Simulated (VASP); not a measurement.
**C: relaxation of cell and atoms with PBE+D3(BJ)**

The system is C.

```xyz
4
Lattice="2.4560 0.0000 0.0000 -1.2280 2.1270 0.0000 0.0000 0.0000 6.6960" Properties=species:S:1:pos:R:3 pbc="T T T"
C     0.0000    0.0000    5.0220
C     0.0000    0.0000    1.6740
C     0.0000    1.4180    5.0220
C     1.2280    0.7090    1.6740
```

| Item | Value |
| --- | --- |
| Program | VASP 6.6.1 |
| Task | relaxation of cell and atoms |
| Functional | PBE |
| Dispersion | D3(BJ) |
| Potentials or basis | VASP PAW PBE potentials, release 64 (C) |
| Cutoff | 520 eV |
| k mesh | 6 × 6 × 2 |
| Occupations | gaussian, width 0.02 eV |
| Spin | no spin polarisation |
| Further INCAR settings | ALGO = Fast; EDIFF = 1e-07; IBRION = 2; EDIFFG = -0.002; NSW = 80; ISIF = 3 |

```json
{
  "Relaxed volume": "8.77 Å³/atom",
  "Relaxed cell": "a = 2.467 Å, b = 2.467 Å, c = 6.653 Å, α = 90.00°, β = 90.00°, γ = 120.00°",
  "Space group after relaxing (to 0.05 Å)": "P6_3/mmc (No. 194)",
  "Energy gained by relaxing": "1.6 meV/atom",
  "Ionic steps": "10",
  "Pressure after relaxing": "0.0 GPa",
  "Band gap on the k mesh": "none (metal or under the smearing width)",
  "Dispersion energy per atom": "-0.158 eV"
}
```

The path:
```tsv
step	energy change (eV)	largest force (eV/Å)	pressure (GPa)	volume (Å³)
1	0.0000	0.0000	4.03	34.98
2	0.0313	0.0000	-9.54	36.10
3	-0.0062	0.0000	-0.13	35.30
4	-0.0062	0.0000	-0.05	35.29
5	-0.0062	0.0000	-0.03	35.28
6	-0.0063	0.0000	-0.03	35.22
7	-0.0064	0.0000	0.01	35.12
8	-0.0064	0.0000	0.03	35.07
9	-0.0064	0.0000	-0.29	35.09
10	-0.0064	0.0000	0.00	35.07
```

Final structure:
```
CELL_PARAMETERS angstrom
2.46732 0.00000 0.00000
-1.23366 2.13676 0.00000
0.00000 0.00000 6.65258
ATOMIC_POSITIONS crystal
C 0.00000 0.00000 0.75000
C 0.00000 0.00000 0.25000
C 0.33333 0.66667 0.75000
C 0.66667 0.33333 0.25000
```

Levels at points of the mesh, in eV from the Fermi level:
| k point | band 4 | band 5 | band 6 | band 7 | band 8 | band 9 | band 10 | band 11 | band 12 |
| --- | --- | --- | --- | --- | --- | --- | --- | --- | --- |
| (0.00, 0.00, 0.00) | -6.47 | -3.01 | -3.01 | -2.99 | -2.99 | 4.38 | 8.31 | 8.31 | 8.37 |
| (0.50, 0.00, 0.00) | -13.13 | -6.40 | -6.34 | -2.78 | -2.06 | 1.52 | 2.21 | 7.18 | 7.60 |
| (0.00, 0.00, 0.50) | -7.60 | -3.00 | -3.00 | -3.00 | -3.00 | 7.09 | 7.09 | 8.34 | 8.34 |
| (0.50, 0.00, 0.50) | -13.19 | -6.37 | -6.37 | -2.35 | -2.35 | 1.66 | 1.66 | 7.38 | 7.38 |

Run time: 17 s on 4 MPI ranks on AMD EPYC 7R13 Processor (Zen 3) (shared host), peak memory 0.12 GiB a rank.

Caveat: the k mesh is coarse (spacing up to 0.49 Å⁻¹), so the values aren't converged.
